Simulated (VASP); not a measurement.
These are PBE GGA with D3 dispersion (Becke-Johnson damping), VASP's PBE PAW potentials (set 64) (plane waves; VASP) values and carry that method's errors.

Input for VASP

**INCAR**
```
ALGO=Normal
EDIFF=1E-6
ENCUT=520
GGA=PE
ISIF=2
ISMEAR=0
IVDW=12
LASPH=.TRUE.
LCHARG=.FALSE.
LREAL=.FALSE.
LWAVE=.FALSE.
NELM=100
PREC=Accurate
SIGMA=0.05
SYSTEM=Li2S
```

File POSCAR:
```
Li2S
4.0446510
  0.0000000000   0.7071067442   0.7071067442
  0.7071067442   0.0000000000   0.7071067442
  0.7071067442   0.7071067442   0.0000000000
Li S
2 1
Cart
  0.3535533721   0.3535533721   0.3535533721
  1.0606601163   1.0606601163   1.0606601163
  0.0000000000   0.0000000000   0.0000000000
```

File KPOINTS:
```
Automatic mesh
0
Gamma
  7 7 7
```

POTCAR, in this order: Li_sv S (PBE.64 set). Program: vasp_std.

Task: Predict the energy per atom (σ→0), dispersion energy, pressure.

Result: 
```json
{
 "energy per atom (σ→0)": "-4.258 eV/atom",
 "dispersion_energy": "-75.0 kJ/mol",
 "pressure": "-3.27 GPa"
}
```

**OSZICAR**
```
...
DAV:   7    -0.119845265743E+02    0.14414E-01   -0.19328E-01   556   0.219E+00    0.178E+00
DAV:   8    -0.119958369459E+02   -0.11310E-01   -0.34589E-02   526   0.130E+00    0.574E-01
DAV:   9    -0.119951112397E+02    0.72571E-03   -0.23478E-03   514   0.283E-01    0.229E-01
DAV:  10    -0.119957445017E+02   -0.63326E-03   -0.15164E-03   442   0.241E-01    0.130E-01
DAV:  11    -0.119957379290E+02    0.65726E-05   -0.77607E-05   566   0.681E-02    0.372E-02
DAV:  12    -0.119957450009E+02   -0.70719E-05   -0.10046E-05   442   0.240E-02    0.442E-03
DAV:  13    -0.119957446253E+02    0.37560E-06   -0.27434E-06   530   0.105E-02
   1 F= -.12773185E+02 E0= -.12773185E+02  d E =-.542365E-16
```

The compound is Li2S in the antifluorite structure. The cell was not relaxed at this level. The run is one of a series of settings (IVDW = 12 against the base run), some of them coarse on purpose.
